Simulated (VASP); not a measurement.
Here is the system:

```yaml
crystal:
  lattice:
    - [0.00000, 4.11752, 4.26290]
    - [2.38951, 0.00000, 4.26290]
    - [2.38951, 4.11752, 0.00000]
  atoms:
    - { symbol: Ti, position: [0.50000, 0.50000, 0.50000] }
    - { symbol: Ti, position: [0.75000, 0.75000, 0.75000] }
    - { symbol: Si, position: [0.83743, 0.16257, 0.83743] }
    - { symbol: Si, position: [0.16257, 0.83743, 0.16257] }
    - { symbol: Si, position: [0.41257, 0.08743, 0.41257] }
    - { symbol: Si, position: [0.08743, 0.41257, 0.08743] }
```

Level of theory: PBE GGA, VASP's PBE PAW potentials (set 64) (plane waves; VASP). Settings: 300 eV cut-off, 7×7×7 Γ-centred mesh, Fermi-Dirac smearing of 0.14 eV, potentials Ti_sv Si.

Give the energies of bands 10 to 23 at the high-symmetry points, in eV from the Fermi level.

```tsv
band	Γ	Y	T	Z	Σ0	C0	L
10	-6.73	-10.60	-8.98	-10.69	-8.74	-9.96	-9.48
11	-5.77	-5.54	-8.84	-4.98	-8.68	-7.81	-7.76
12	-5.43	-5.54	-8.84	-4.98	-8.40	-7.81	-5.80
13	-5.07	-4.76	-4.63	-4.93	-5.62	-2.75	-5.05
14	-3.79	-4.76	-4.63	-4.93	-3.40	-2.75	-4.61
15	-3.76	-2.39	-1.25	-2.97	-2.41	-2.34	-2.61
16	-2.53	-2.39	-1.25	-2.97	-2.05	-2.34	-2.51
17	-2.29	-2.37	-1.14	-1.59	-1.37	-1.71	-1.95
18	-2.10	-2.37	-1.14	-1.59	-0.43	-1.71	-1.07
19	-1.80	-0.89	-0.68	-0.99	0.03	-1.41	-0.04
20	-1.38	-0.89	-0.68	-0.99	0.11	-1.41	0.13
21	-0.95	1.26	0.83	0.73	0.72	1.39	0.97
22	2.06	1.26	0.83	0.73	0.92	1.39	1.37
23	3.12	3.30	2.27	3.21	1.76	2.13	1.66
```

It has no gap at this level: it comes out as a metal or semimetal.

The structure comes from a computed database's TiSi2 entry (Fddd); how it stands against other phases isn't given here. The cell was not relaxed at this level.
